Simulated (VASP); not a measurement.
An input for Ansatz (written as the equivalent of a VASP run, and not itself run):

Ansatz 0.2 input:
```yaml
crystal:
  lattice:
    - [2.7318367, 0.0000000, 0.0000000]
    - [0.0000000, 2.7318367, 0.0000000]
    - [0.0000000, 0.0000000, 2.7318367]
  atoms:
    - { symbol: Ca, position: [0.0000000, 0.0000000, 0.0000000] }
    - { symbol: O, position: [0.5000000, 0.5000000, 0.5000000] }
kpoints:
  mp_grid: { grid: [10, 10, 10] }
hamiltonian:
  xc: pbesol
  pseudopotentials: { kind: paw }
scf:
  occupations: { method: gaussian, width: 0.05 }
  max_iter: 100
relax:
  max_steps: 40
  f_tol: 0.02
  cell: { p_target: 45 }
output: { forces: true, stress: true, eigenvalues: true }
```

Task: Write the VASP files for the same calculation (PBEsol).

Result: This is not unique; one that fits is 
**POSCAR**
```
CaO
1
    2.7318366617     0.0000000000     0.0000000000
    0.0000000000     2.7318366617     0.0000000000
    0.0000000000     0.0000000000     2.7318366617
Ca O
1 1
Direct
  0.0000000000   0.0000000000   0.0000000000
  0.5000000000   0.5000000000   0.5000000000
```

### INCAR
```
ALGO  =  Normal
EDIFF  =  1E-6
EDIFFG  =  -0.02
ENCUT  =  620
GGA  =  PS
IBRION  =  2
ISIF  =  3
ISMEAR  =  0
LASPH  =  .True.
LCHARG  =  .False.
LREAL  =  .False.
LWAVE  =  .False.
NELM  =  100
NSW  =  40
PREC  =  Accurate
PSTRESS  =  450
SIGMA  =  0.05
SYSTEM  =  CaO
```

### KPOINTS
```
kpoints
0
Gamma
 10 10 10
0 0 0
```

POTCAR, in this order: Ca_sv O (PBE.64 set). Program: vasp_std.

What does not carry over: each code has its own PAW files, so the cut-off isn't converted (ENCUT is set for VASP's; basis.ecutwfc is left out, and Ansatz then takes the one that its files recommend); Ansatz stops its SCF on the density residual and VASP on the energy change (EDIFF).

The structure was generated: CaO was put into the CsCl type type (Pm-3m), which need not be its known phase. This run relaxes it under an external pressure of 45 GPa. Symmetry was kept, so distortions that lower it aren't found.
